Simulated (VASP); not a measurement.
Energy against volume of CsSnI3 (cubic perovskite). All values below come from vdW-DF-cx, VASP's PBE PAW potentials (set 64) (plane waves; VASP).

```json
[
 {"V (Å³/atom)": "44.294", "E (eV/atom)": "-0.44727"},
 {"V (Å³/atom)": "45.708", "E (eV/atom)": "-0.45529"},
 {"V (Å³/atom)": "47.121", "E (eV/atom)": "-0.45807"},
 {"V (Å³/atom)": "48.535", "E (eV/atom)": "-0.45609"},
 {"V (Å³/atom)": "49.948", "E (eV/atom)": "-0.45010"}
]
```

Q: Fit a third-order Birch-Murnaghan equation of state.

A: 
| Property | Result |
|---|---|
| volume per atom | 47.21 Å³/atom |
| bulk modulus | 17.5 GPa |
| pressure derivative of the bulk modulus | 3.36 |
| lattice constant a | 6.180 Å |

The compound is CsSnI3 in the cubic perovskite structure, the ideal cubic form; the compound distorts at low or room temperature. It was relaxed first.
